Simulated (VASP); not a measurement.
Energy against volume of Pt (fcc). Computed with optB88-vdW, VASP's PBE PAW potentials (set 64) (plane waves; VASP).

```csv
V (Å³/atom),E (eV/atom)
14.798,-3.45356
15.271,-3.49229
15.743,-3.50431
16.215,-3.49435
16.688,-3.46645
```

Problem. Fit a third-order Birch-Murnaghan equation of state.

Solution. 
```
Property                                         Value
---------------------------------------  -------------
volume per atom                          15.75 Å³/atom
bulk modulus                                   247 GPa
pressure derivative of the bulk modulus           5.62
lattice constant a                           0.3979 nm
```

Measured: bulk modulus 289 GPa at 0 K (computed value off by -14.6 %), as given by H. Levämäki et al., Physical Review B (2014), arXiv:1402.3671 [corrected for temperature and zero-point phonon effects]; a 3.913 Å at 0 K (computed value off by +1.7 %), as given by Daniel Mejia-Rodriguez et al., Physical Review B (2018), arXiv:1807.09216 [static lattice: zero-point anharmonic expansion removed].

The compound is Pt in the fcc structure. It was relaxed first.
